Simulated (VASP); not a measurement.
The system is NaLaMnMoO6.

```
Na La Mn Mo O
1.0
     0.00000    4.05598    4.05598
     4.05598    0.00000    4.05598
     4.05598    4.05598    0.00000
Na La Mn Mo O
1 1 1 1 6
Direct
  0.75000 0.75000 0.75000
  0.25000 0.25000 0.25000
  0.00000 0.00000 0.00000
  0.50000 0.50000 0.50000
  0.73710 0.26290 0.26290
  0.26290 0.73710 0.73710
  0.73710 0.26290 0.73710
  0.26290 0.73710 0.26290
  0.73710 0.73710 0.26290
  0.26290 0.26290 0.73710
```

The cell was built by a generator and needn't be a form met in nature.

```yaml
Program: VASP 6.6.1
Task: relaxation of cell and atoms
Functional: PBE
Potentials_or_basis: VASP PAW PBE potentials, release 64 (Na_pv, La, Mn_pv, Mo_sv, O)
Cutoff: 520 eV
k_mesh: 3 × 3 × 3
Occupations: gaussian, width 0.15 eV
Spin: collinear spin, ferromagnetic start
Starting_moments: "[0.0, 0.0, 4.0, 1.0, 0.0, 0.0, 0.0, 0.0, 0.0, 0.0] μB"
```

At the start: pressure -6.5 GPa; volume 13.35 Å³/atom.

How do energy, volume and symmetry change on relaxing?

Over 10 steps the energy falls by 91.0 meV/atom and the volume is 11.63 Å³/atom (-12.9 %); space group F-43m (No. 216, to 0.05 Å); moment 1.59 μB per cell.

Step by step:
| step | energy change (eV) | largest force (eV/Å) | pressure (GPa) | volume (Å³) |
| --- | --- | --- | --- | --- |
| 1 | 0.0000 | 0.8523 | -6.54 | 133.45 |
| 2 | -0.3995 | 1.0220 | 0.33 | 123.21 |
| 3 | -0.5965 | 1.8439 | 1.33 | 117.62 |
| 4 | -0.3849 | 0.9574 | 17.66 | 106.96 |
| 5 | -0.6731 | 1.6367 | 6.20 | 113.78 |
| 6 | -0.8160 | 0.2249 | 7.42 | 111.94 |
| 7 | -0.8175 | 0.3548 | 7.39 | 112.10 |
| 8 | -0.8955 | 0.1756 | 2.58 | 114.50 |
| 9 | -0.9092 | 0.0947 | 0.68 | 115.77 |
| 10 | -0.9095 | 0.0672 | -0.47 | 116.27 |

Final structure:
```
CELL_PARAMETERS angstrom
0.00000 3.87392 3.87392
3.87392 0.00000 3.87392
3.87392 3.87392 0.00000
ATOMIC_POSITIONS crystal
Na 0.75000 0.75000 0.75000
La 0.25000 0.25000 0.25000
Mn 0.00000 0.00000 0.00000
Mo 0.50000 0.50000 0.50000
O 0.75220 0.24780 0.24780
O 0.24780 0.75220 0.75220
O 0.75220 0.24780 0.75220
O 0.24780 0.75220 0.24780
O 0.75220 0.75220 0.24780
O 0.24780 0.24780 0.75220
```

Caveat: the k mesh is coarse (spacing up to 0.45 Å⁻¹), so the values aren't converged; a cell with one magnetic atom can't hold antiferromagnetic order, which such compounds often take.
